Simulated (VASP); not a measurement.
Write the native input for VASP 6.6.1 that does the following.

```yaml
Task: relaxation of cell and atoms
Functional: PBE
Potentials_or_basis: VASP PAW PBE potentials, release 64 (Al, Bi_d, O)
Cutoff: 520 eV
k_mesh: 6 × 6 × 6
Occupations: gaussian, width 0.1 eV
Spin: no spin polarisation
Further_INCAR_settings: ALGO = Normal; EDIFF = 1e-06; IBRION = 2; EDIFFG = -0.01; NSW = 90; ISIF = 3
```

The structure of Al3BiO3 lies in POSCAR:

```
Al3BiO3
1.0
    5.3820222000      0.0000000000      0.0000000000
   -2.6910111000      4.6609679500      0.0000000000
    0.0000000000      0.0000000000      5.6470000000
Al Bi O
3 1 3
Direct
    0.6852471200      0.0000000000      0.7001947900
    0.0000000000      0.6852471200      0.7001947900
    0.3147528800      0.3147528800      0.7001947900
    0.0000000000      0.0000000000      0.1009385500
    0.3606466000      0.0000000000      0.6339649400
    0.0000000000      0.3606466000      0.6339649400
    0.6393534000      0.6393534000      0.6339649400
```

The cell was built by a generator and needn't be a form met in nature.

These files were run (other wordings do the same):

INCAR

```
  PREC = Accurate
  ENCUT = 520
  EDIFF = 1E-6
  ISMEAR = 0
  SIGMA = 0.1
  LREAL = F
  LASPH = T
  NELM = 120
  ALGO = Normal
  ISIF = 3
  LWAVE = F
  LCHARG = F
  GGA = PE
  IBRION = 2
  NSW = 90
  EDIFFG = -0.01
  KPAR = 4
```

KPOINTS

```
regular mesh
0
Gamma
  6 6 6
```

Potentials or basis: VASP PAW PBE potentials, release 64 (Al, Bi_d, O).

Command:

```console
$ cat potpaw_PBE.64/Al/POTCAR potpaw_PBE.64/Bi_d/POTCAR potpaw_PBE.64/O/POTCAR > POTCAR
$ mpirun -np 4 vasp_std > vasp.out
```

It gave:

```
Relaxed volume                         : 20.81 Å³/atom
Relaxed cell                           : a = 5.156 Å, b = 5.156 Å, c = 6.329 Å, α = 90.00°, β = 90.00°, γ = 120.00°
Space group after relaxing (to 0.05 Å) : P31m (No. 157)
Energy gained by relaxing              : 76.3 meV/atom
Ionic steps                            : 23
Pressure after relaxing                : 0.0 GPa
Largest force after relaxing           : 0.005 eV/Å
Band gap on the k mesh                 : 0.68 eV, direct
```

Caveat: spin-orbit coupling is left out, which as a rule narrows the gap of such compounds by several tenths of an eV.

It took 7.8 min on 4 MPI ranks on Intel(R) Xeon(R) Platinum 8488C (Sapphire Rapids), on a shared host, peak memory 0.33 GiB a rank.
